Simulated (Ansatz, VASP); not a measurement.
## SrLiH3: VASP beside Ansatz

File INCAR:

```
ALGO     = Normal         # electronic algorithm
EDIFF    = 1E-7           # SCF threshold, eV
EDIFFG   = -0.005         # ionic threshold
ENCUT    = 600            # plane-wave cutoff, eV
GGA      = PS             # functional
IBRION   = 2              # ionic algorithm
ISIF     = 3              # what is computed and relaxed
ISMEAR   = 0              # smearing method
LASPH    = T              # aspherical terms in the spheres
LCHARG   = F              # write CHGCAR
LREAL    = F              # projectors in reciprocal space
LWAVE    = F              # write WAVECAR
NELM     = 60             # most SCF steps
NSW      = 100            # ionic steps
PREC     = Accurate       # precision mode
SIGMA    = 0.02           # smearing width, eV
```

File KPOINTS:

```
k-points
0
Gamma
  6 6 6
```

The input POSCAR:

```
SrLiH3
1.0
    4.6307910000      0.0000000000      0.0000000000
    0.0000000000      4.6307910000      0.0000000000
    0.0000000000      0.0000000000      4.6307910000
Li Sr H
1 1 3
Direct
    0.0000000000      0.0000000000      0.0000000000
    0.5000000000      0.5000000000      0.5000000000
    0.0000000000      0.5000000000      0.5000000000
    0.5000000000      0.0000000000      0.5000000000
    0.5000000000      0.5000000000      0.0000000000
```

Input for Ansatz:

```yaml
crystal:
  lattice:
    - [4.630791, 0.0, 0.0]
    - [0.0, 4.630791, 0.0]
    - [0.0, 0.0, 4.630791]
  atoms:
    - { symbol: Li, position: [0.0, 0.0, 0.0] }
    - { symbol: Sr, position: [0.5, 0.5, 0.5] }
    - { symbol: H, position: [0.0, 0.5, 0.5] }
    - { symbol: H, position: [0.5, 0.0, 0.5] }
    - { symbol: H, position: [0.5, 0.5, 0.0] }
basis:
  ecutwfc: 420
kpoints:
  mp_grid: { grid: [6, 6, 6] }
hamiltonian:
  xc: pbesol
scf:
  occupations: { method: gaussian, width: 0.02 }
output:
  forces: true
  stress: true
  eigenvalues: true
relax:
  adjacent_minimum: "off"
  f_tol: 0.005
  max_steps: 80
  cell: { stress_tol: 0.05 }
```

The cell comes from a database or a generator and needn't be the stable form of this composition.

Alike in both runs: task relaxation of cell and atoms; functional PBEsol; k mesh 6 × 6 × 6; occupations gaussian, width 0.02 eV; no spin polarisation.

|  | VASP | Ansatz |
| --- | --- | --- |
| version | VASP 6.6.1 | Ansatz 0.2.0 |
| potentials or method | VASP PAW PBE potentials, release 64 (Li_sv, Sr_sv, H) | scalar-relativistic, plane waves, PAW |
| plane-wave cutoff (eV) | 600 | 420 |
| valence electrons in the cell | 16 | 16 |

```csv
,VASP,Ansatz,Ansatz less VASP
"gap on the k mesh at the Fermi level, each at its own relaxed structure (eV)",1.66,1.66,+0.001
relaxed volume (Å³/atom),19.42,19.37,-0.045
relaxed cell length with the largest relative difference (Å),4.596,4.592,-0.0035
```

Caveats: the cutoff is under 1.25 times the usual one of these potentials, so pressure, stress and relaxed cells hold a basis-set (Pulay) error (VASP); the PAW data sets were made with another functional, which shifts forces and pressure a little (VASP). A k mesh can miss the band edges.
